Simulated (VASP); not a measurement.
An input for Quantum ESPRESSO's pw.x (written as the equivalent of a VASP run, and not itself run):

```
&CONTROL
  calculation = 'vc-relax'
  pseudo_dir = './pseudo'
  outdir = './out'
  tprnfor = .true.
  tstress = .true.
  nstep = 60
  forc_conv_thr = 0.00039
/
&SYSTEM
  ibrav = 0
  nat = 3
  ntyp = 2
  ecutwfc = 84
  occupations = 'smearing'
  smearing = 'gaussian'
  degauss = 0.003675
  input_dft = 'pbe'
/
&ELECTRONS
  conv_thr = 7.3e-08
  electron_maxstep = 100
/
&IONS
/
&CELL
/
ATOMIC_SPECIES
  Ca 40.078 Ca.upf
  F 18.998 F.upf
CELL_PARAMETERS angstrom
     0.0000000    2.7300000    2.7300000
     2.7300000    0.0000000    2.7300000
     2.7300000    2.7300000    0.0000000
ATOMIC_POSITIONS crystal
  Ca   0.0000000  0.0000000  0.0000000
  F    0.2500000  0.2500000  0.2500000
  F    0.7500000  0.7500000  0.7500000
K_POINTS automatic
  8 8 8 0 0 0
```

### Question
Write the VASP files for the same calculation (PBE).

### Answer
Several could match; the one computed here: 
**INCAR**
```
ALGO  =  Normal
EDIFF  =  1E-6
EDIFFG  =  -0.01
ENCUT  =  520
GGA  =  PE
IBRION  =  2
ISIF  =  3
ISMEAR  =  0
LASPH  =  .TRUE.
LCHARG  =  .FALSE.
LREAL  =  .FALSE.
LWAVE  =  .FALSE.
NELM  =  100
NSW  =  60
PREC  =  Accurate
SIGMA  =  0.05
SYSTEM  =  CaF2
```

### KPOINTS
```
Automatic mesh
0
Gamma
8 8 8
0 0 0
```

### POSCAR
```
CaF2
1
    0.0000000000     2.7300000000     2.7300000000
    2.7300000000     0.0000000000     2.7300000000
    2.7300000000     2.7300000000     0.0000000000
Ca F
1 2
Direct
  0.0000000000   0.0000000000   0.0000000000
  0.2500000000   0.2500000000   0.2500000000
  0.7500000000   0.7500000000   0.7500000000
```

POTCAR, in this order: Ca_sv F (PBE.64 set). Program: vasp_std.

Limits of the translation: the potentials are each code's own (VASP's PAW set, PseudoDojo norm-conserving files in pw.x), so ENCUT and ecutwfc are chosen apart and not converted; conv_thr bounds pw.x's estimated SCF error, while EDIFF bounds the energy change between steps; forc_conv_thr acts on force components and is met together with etot_conv_thr.

The compound is CaF2 in the fluorite structure. This run relaxes it. Symmetry was kept, so distortions that lower it aren't found.
